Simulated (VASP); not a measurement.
**GW-BSE spectrum of GaN**

Aim: the optical spectrum of GaN with the electron-hole interaction. The cell is of the zinc-blende type, one of the forms listed for this formula. The start is a computed cell from the Materials Project.

Method: PBE; plane waves and PAW (Ga_d_GW, N_GW), in the first sound run; inputs show where later runs differ, in VASP 6.6.1.

Most raw output is cut from this account.

## Step 1: The starting structure

The structure is cubic, space group F-43m (No. 216). Conventional cell: a = 4.507 Å, b = 4.507 Å, c = 4.507 Å, α = 90.00°, β = 90.00°, γ = 90.00°. Ga has 4 N at 1.95 Å nearest. Nearest to N lie 4 Ga at 1.95 Å. Farther neighbours and most contacts between anions are not listed.

## Step 2: Ground state

The orbitals come from a self-consistent PBE run with a tight EDIFF and a narrow smearing. KPOINTS_OPT adds the bands along a path, which shows whether the mesh holds the band edges.

INCAR reads:

```
SYSTEM = GaN
PREC = Accurate
ENCUT = 450
EDIFF = 1E-08
NELM = 100
ISMEAR = 0
SIGMA = 0.01
LREAL = .FALSE.
ALGO = Normal
GGA = PE
NBANDS = 15
LORBIT = 11
LWAVE = .TRUE.
LCHARG = .FALSE.
KPAR = 8
```

POSCAR reads:

```
GaN
1.0
    0.0000000000      2.2535006075      2.2535006075
    2.2535006075      0.0000000000      2.2535006075
    2.2535006075      2.2535006075      0.0000000000
Ga N
1 1
Direct
    0.0000000000      0.0000000000      0.0000000000
    0.7500000000      0.7500000000      0.7500000000
```

KPOINTS reads:

```
Automatic mesh
0
Gamma
8 8 8
0 0 0
```

KPOINTS_OPT reads:

```
Line mode
12
Line-mode
Reciprocal
  0.00000000   0.00000000   0.00000000 GAMMA
  0.50000000   0.00000000   0.50000000 X

  0.50000000   0.00000000   0.50000000 X
  0.50000000   0.25000000   0.75000000 W

  0.50000000   0.25000000   0.75000000 W
  0.37500000   0.37500000   0.75000000 K

  0.37500000   0.37500000   0.75000000 K
  0.00000000   0.00000000   0.00000000 GAMMA

  0.00000000   0.00000000   0.00000000 GAMMA
  0.50000000   0.50000000   0.50000000 L

  0.50000000   0.50000000   0.50000000 L
  0.62500000   0.25000000   0.62500000 U

  0.62500000   0.25000000   0.62500000 U
  0.50000000   0.25000000   0.75000000 W

  0.50000000   0.25000000   0.75000000 W
  0.50000000   0.50000000   0.50000000 L

  0.50000000   0.50000000   0.50000000 L
  0.37500000   0.37500000   0.75000000 K

  0.62500000   0.25000000   0.62500000 U
  0.50000000   0.00000000   0.50000000 X
```

The projector-augmented-wave data sets are Ga_d_GW and N_GW (PBE family, release 64).

On the command line:

```console
mpirun -np 8 vasp_std
```

Elapsed: 2.8 s, on 8 MPI ranks of Intel Xeon 6975P-C (Granite Rapids), shared host; peak memory 1.1 GiB; 17 s of CPU time.

This step gave:

```yaml
free_energy_toten: -12.13 eV
fermi_energy: 5.208 eV
pressure: 3.489 GPa
least_gap_on_mesh_and_path: 1.724 eV
least_direct_gap_on_mesh_and_path: 1.724 eV
```

The highest empty bands on the path are converged less tightly, to about 0.1 eV. The electronic bands at the labelled points (eV, zero at the valence-band top; v1 is the highest filled band, c1 the lowest empty one):

```csv
point,v3,v2,v1,c1,c2
Γ,0.00,0.00,0.00,1.72,10.30
0.45 of the way,-3.08,-1.29,-1.29,4.48,7.63
X,-6.12,-2.70,-2.70,3.35,6.66
0.55 of the way,-5.91,-3.27,-3.25,4.77,7.59
W,-5.69,-3.69,-3.64,6.22,8.39
0.45 of the way,-5.78,-4.07,-2.87,5.72,8.08
K,-5.86,-4.25,-2.17,4.99,7.86
0.55 of the way,-3.81,-1.80,-0.42,4.86,8.63
Γ,0.00,0.00,0.00,1.72,10.30
0.45 of the way,-3.43,-0.45,-0.45,3.90,8.88
L,-7.04,-0.97,-0.97,4.64,8.73
0.45 of the way,-6.64,-2.49,-1.37,5.92,7.50
U,-5.86,-4.25,-2.17,4.99,7.86
0.55 of the way,-5.78,-4.07,-2.87,5.72,8.08
W,-5.69,-3.69,-3.64,6.22,8.39
0.45 of the way,-6.31,-3.22,-1.92,6.77,6.97
L,-7.04,-0.97,-0.97,4.64,8.73
0.55 of the way,-6.47,-2.96,-1.52,6.05,7.41
K,-5.86,-4.25,-2.17,4.99,7.86
jump to U,-5.86,-4.25,-2.17,4.99,7.86
0.45 of the way,-6.01,-3.44,-2.53,4.03,7.19
X,-6.12,-2.70,-2.70,3.35,6.66
```

Of the projections kept (Ga, N), the largest for each band there; the rest of the weight can lie on other orbitals:

```csv
point,v3,v2,v1,c1,c2
Γ,N 0.78,N 0.78,N 0.78,N 0.58,Ga 0.99
X,Ga 0.63,N 0.65,N 0.65,Ga 0.81,Ga 0.82
W,Ga 0.62,N 0.60,N 0.58,N 0.56,Ga 0.51
K,Ga 0.62,N 0.57,N 0.67,Ga 0.75,Ga 0.51
Γ,N 0.78,N 0.78,N 0.78,N 0.58,Ga 0.99
L,Ga 0.60,N 0.73,N 0.73,Ga 0.69,N 0.78
```

The cell has a gap of 1.72 eV on mesh and path and a pressure of +3.5 GPa, which holds the misfit of the given cell and coordinates with this functional, and any error of cutoff, mesh and data sets. Spin-orbit coupling is left out, which can shift or reorder these edges.

## Step 3: Empty bands

The next step needs empty bands that the ground-state run didn't converge, so the Hamiltonian is diagonalised exactly for NBANDS bands, in a single step. LOPTICS writes the k-derivatives of the orbitals (WAVEDER), which give the long-wavelength limit of the screening.

INCAR reads:

```
SYSTEM = GaN
PREC = Accurate
ENCUT = 450
ISMEAR = 0
SIGMA = 0.01
LREAL = .FALSE.
GGA = PE
NBANDS = 56
ALGO = Exact
NELM = 1
LWAVE = .TRUE.
LCHARG = .FALSE.
LOPTICS = .TRUE.
NEDOS = 1000
CSHIFT = 0.1
```

POSCAR is that of step 2.

KPOINTS is that of step 2.

On the command line:

```console
mpirun -np 8 vasp_std
```

Elapsed: 2.6 s, on 8 MPI ranks; peak memory 1 GiB.

The gap is read on the k-mesh alone, so it is an upper bound where the band edges lie off the mesh.

This step gave:

```yaml
gap_on_the_k_mesh: 1.724 eV
least_direct_gap_on_the_k_mesh: 1.724 eV
```

WAVECAR now holds 56 bands for 18 electrons. Its independent-particle dielectric tensor has xx, yy, zz = 6.3, 6.3, 6.3 on this mesh, which isn't tested for convergence in mesh or bands and lacks local fields.

## Step 4: G0W0

This step: G0W0 on PBE; plane waves and PAW (Ga_d_GW, N_GW) (VASP 6.6.1).

One pass of GW corrects the levels to first order, with G and W from the starting orbitals. LWAVE keeps the quasiparticle levels in WAVECAR, and the W files hold the screened interaction for the next step.

INCAR reads:

```
SYSTEM = GaN
PREC = Accurate
ENCUT = 450
ISMEAR = 0
SIGMA = 0.01
LREAL = .FALSE.
GGA = PE
NBANDS = 56
ALGO = EVGW0
NELMGW = 1
ENCUTGW = 100
NOMEGA = 48
PRECFOCK = Fast
NBANDSGW = 24
LWAVE = .TRUE.
LCHARG = .FALSE.
```

POSCAR is that of step 3.

KPOINTS is that of step 3.

On the command line:

```console
mpirun -np 8 vasp_std
```

It took 1.8 min on 8 MPI ranks; peak memory 2.1 GiB.

This step gave:

```yaml
quasiparticle_gap_on_the_mesh: 2.822 eV
smallest_direct_quasiparticle_gap_on_the_mesh: 2.822 eV
gap_of_the_starting_orbitals_on_the_mesh: 1.724 eV
```

GW takes the gap from 1.724 to 2.822 eV. Spin-orbit coupling is left out. The value holds for 56 bands, ENCUTGW = 100 eV and this mesh, and isn't shown to be converged in them.

## Step 5: BSE, Tamm-Dancoff

This step: BSE on G0W0 on PBE; plane waves and PAW (Ga_d_GW, N_GW) (VASP 6.6.1).

The Bethe-Salpeter equation adds the screened attraction of electron and hole to the quasiparticle pairs; ANTIRES = 0 leaves out the coupling to antiresonant pairs.

INCAR reads:

```
SYSTEM = GaN
PREC = Accurate
ENCUT = 450
ISMEAR = 0
SIGMA = 0.01
LREAL = .FALSE.
GGA = PE
NBANDS = 56
ALGO = BSE
NBANDSO = 5
NBANDSV = 4
OMEGAMAX = 25
NEDOS = 1000
CSHIFT = 0.1
PRECFOCK = Fast
LWAVE = .FALSE.
LCHARG = .FALSE.
ENCUTGW = 100
ANTIRES = 0
```

POSCAR is that of step 4.

KPOINTS is that of step 4.

On the command line:

```console
mpirun -np 8 vasp_std
```

Wall time 80 s (8 MPI ranks); peak memory 5.2 GiB.

This step gave:

```
lowest excitation : 2.512 eV
```

The imaginary dielectric function, xx has structure finer than the step of the table below, so its rows give means over 1 eV, whole bins alone (the curve runs from 0 to 25 eV). Peaks (eV: height): 3.9: 9.33, 6.4: 11.6, 6.6: 9.83, 7.4: 11.8, 7.9: 7.97, 10.0: 9.17, 12.1: 8.56.

From 5 filled and 4 empty bands alone, without any pair above OMEGAMAX = 25 eV, so strength is missing wherever others contribute; lines are broadened by CSHIFT, which also makes the tail under the first line. Imaginary dielectric function, xx against photon energy; means over each step:

photon energy (eV), imaginary dielectric function, xx and a bar:
```
        1        0.0 
        2        0.8 ###
        3        1.1 ####
        4        2.8 ##########
        5        3.0 ##########
        6        7.0 ########################
        7        8.9 ##############################
        8        5.8 ####################
        9        4.2 ##############
       10        6.5 ######################
       11        4.7 ################
       12        4.7 ################
       13        2.7 #########
       14        1.5 #####
       15        0.8 ###
       16        0.5 ##
       17        0.3 #
       18        0.1 
       19        0.1 
       20        0.1 
       21        0.1 
       22        0.0 
       23        0.0 
       24        0.0
```

Some of the lowest 40 states alone, with states under 2.5 meV apart joined, scaled to the strongest line shown. Exciton lines, with heights relative to the strongest:

```csv
position (eV),lines merged,oscillator strength
2.512,3,58
3.866,3,100
3.918,3,0.0
3.922,2,0.0
3.952,8,0.0
4.677,3,35
4.698,6,0.0
4.713,3,0.0
5.114,3,50
```

The lowest excitation lies at 2.512 eV, -310 meV against the direct gap of these orbitals, a distance that this coarse mesh makes far too large. Peak heights aren't converged with the mesh, least of all at the onset.

## Step 6: Without the electron-hole attraction

This step: BSE on G0W0 on PBE, without the electron-hole attraction; plane waves and PAW (Ga_d_GW, N_GW) (VASP 6.6.1).

LADDER = .FALSE. removes the attraction and keeps the local fields, which shows what the attraction does.

Edit INCAR of step 5 so:

```diff
@@ -19 +19,2 @@
 ANTIRES = 0
+LADDER = .FALSE.
```

POSCAR is that of step 5.

KPOINTS is that of step 5.

On the command line:

```console
mpirun -np 8 vasp_std
```

Elapsed: 61 s, on 8 MPI ranks; peak memory 5 GiB.

This step gave:

```yaml
lowest_excitation: 2.826 eV
```

The imaginary dielectric function, xx has structure finer than the step of the table below, so its rows give means over 1 eV, whole bins alone (the curve runs from 0 to 25 eV). Peaks (eV: height): 6.8: 6.39, 7.9: 9.72, 9.0: 9.21, 10.6: 7.48, 11.0: 6.40, 12.6: 8.96, 14.1: 6.95.

From 5 filled and 4 empty bands alone, without any pair above OMEGAMAX = 25 eV, so strength is missing wherever others contribute; lines are broadened by CSHIFT, which also makes the tail under the first line. Table of imaginary dielectric function, xx by photon energy; means over each step:

photon energy (eV), imaginary dielectric function, xx and a bar:
```
        1       0.02 
        2       0.12 
        3       1.12 ####
        4       1.57 ######
        5       1.27 #####
        6       1.79 #######
        7       4.61 ##################
        8       7.62 ##############################
        9       6.15 ########################
       10       4.02 ################
       11       5.40 #####################
       12       4.38 #################
       13       5.82 #######################
       14       5.23 #####################
       15       2.74 ###########
       16       2.12 ########
       17       0.92 ####
       18       0.39 #
       19       0.24 #
       20       0.22 #
       21       0.09 
       22       0.07 
       23       0.07 
       24       0.04
```

The lowest excitation lies at 2.826 eV, +314 meV against the Tamm-Dancoff singlet. Peak heights aren't converged with the mesh, least of all at the onset.

## Step 7: Independent quasiparticles

This step: BSE on G0W0 on PBE, independent quasiparticles; plane waves and PAW (Ga_d_GW, N_GW) (VASP 6.6.1).

With LADDER and LHARTREE off the pairs don't interact at all, so the lowest line must equal the direct gap.

Edit INCAR of step 6 so:

```diff
@@ -20 +20,2 @@
 LADDER = .FALSE.
+LHARTREE = .FALSE.
```

POSCAR is that of step 6.

KPOINTS is that of step 6.

On the command line:

```console
mpirun -np 8 vasp_std
```

The job ended after 42 s (8 MPI ranks; peak memory 5.1 GiB; 5.4 min of CPU time).

This step gave:

| Quantity | Value |
| --- | --- |
| lowest excitation | 2.822 eV |

The imaginary dielectric function, xx has structure finer than the step of the table below, so its rows give means over 1 eV, whole bins alone (the curve runs from 0 to 25 eV). Peaks (eV: height): 6.8: 6.68, 7.9: 10.7, 8.2: 9.26, 9.0: 9.40, 10.6: 8.64, 11.0: 8.16, 12.6: 11.2.

From 5 filled and 4 empty bands alone, without any pair above OMEGAMAX = 25 eV, so strength is missing wherever others contribute; lines are broadened by CSHIFT, which also makes the tail under the first line. Imaginary dielectric function, xx against photon energy; means over each step:

photon energy (eV), imaginary dielectric function, xx and a bar:
```
        1        0.0 
        2        0.1 
        3        1.2 ####
        4        1.7 ######
        5        1.4 #####
        6        2.1 #######
        7        5.1 ###################
        8        8.1 ##############################
        9        5.7 #####################
       10        4.8 ##################
       11        6.6 ########################
       12        5.5 ####################
       13        5.6 #####################
       14        3.8 ##############
       15        1.7 ######
       16        1.3 #####
       17        0.6 ##
       18        0.3 #
       19        0.2 #
       20        0.1 
       21        0.1 
       22        0.1 
       23        0.1 
       24        0.0
```

The lowest excitation lies at 2.822 eV, +310 meV against the Tamm-Dancoff singlet. Peak heights aren't converged with the mesh, least of all at the onset.

## Step 8: Summary

This step: BSE on G0W0 on PBE; plane waves and PAW (VASP 6.6.1).

Derived from the runs above.

Cost is wall time times ranks on a shared host, for this step alone, without the steps before it. Excitations by level:

```csv
level,first excitation (eV),cost (core minutes)
"BSE, Tamm-Dancoff",2.512,10.67
without the electron-hole attraction,2.826,8.13
independent quasiparticles,2.822,5.6
```

## Step 9: Results

```json
{
  "BSE, Tamm-Dancoff": "lowest vertical excitation 2.512 eV; direct gap 2.822 eV",
  "without the electron-hole attraction": "lowest vertical excitation 2.826 eV; direct gap 2.822 eV",
  "independent quasiparticles": "lowest vertical excitation 2.822 eV; direct gap 2.822 eV"
}
```

In words: The Bethe-Salpeter equation puts the lowest vertical singlet excitation at 2.512 eV, 0.31 eV below the direct gap of 2.822 eV; the states within 10 meV of it carry 58 % of the strength of the strongest such group among the lowest 40 states. The attraction moves the centre of weight of eps2 xx over the computed range by -1.85 eV against the run without the attraction, a shift that holds the same mesh error. The binding energy was not obtained: in a well-screened crystal the exciton spreads over many cells, and on this mesh its distance from the gap is set by the mesh and is far too large. On such a mesh the heights of single peaks aren't converged either. Bands, response cutoff and mesh of the GW step weren't tested in this session. Only the bands set by NBANDSO and NBANDSV form pairs, and any pair above OMEGAMAX = 25 eV is dropped, so the spectrum is that of this window; the window can cut degenerate bands. Spin-orbit coupling is left out; with Ga in the cell it can split or shift band edges, by an amount that depends on which atoms form them and isn't tested here. The given cell is kept, although it stands at +3.5 GPa at PBE and ENCUT = 450 eV, which holds the mismatch of the given cell with this functional and any basis-set error. Not tabulated here, as repeats of values shown or as unfit to read for their mesh, reference level or band range: eps2 curves (empty bands); eps1 curves and static values (BSE, empty bands, independent quasiparticles, without the electron-hole attraction); exciton binding energies (BSE); line lists of runs without attraction (independent quasiparticles, without the electron-hole attraction).

[Lines on the potential files, build, host, timing and source positions are cut from VASP's logs without a mark.]

[Logs are printed without paths, hosts, clocks, repeated set-up lines and the standing remarks that a program may print on its own settings, such as how far it seeks lower states.]

[Hosts, paths, dates, database ids (printed as entryN), source tags and the programs' standing remarks are cut or masked in the printed files.]

[Pressures printed for these runs are not shown converged in the cutoff: they can be off by several GPa and have the wrong sign.]
